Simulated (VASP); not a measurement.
Level of theory: r2SCAN meta-GGA, VASP's PBE PAW potentials (set 64) (plane waves; VASP).

Gaps are without spin-orbit coupling.

```json
{
  "volume_per_atom": "24.65 Å³/atom",
  "band gap (over mesh and band path)": "3.40 eV",
  "smallest direct gap (over mesh and band path)": "3.57 eV"
}
```

Q: Which relaxed crystal gives these values?
A. TePb2S, P4/mmm (123)
B. Sr2SiS4, P2_1/m (11)
C. CuI, P6_3mc (186)
D. NaHF2, R-3m (166)

A: B, Sr2SiS4, P2_1/m (11)
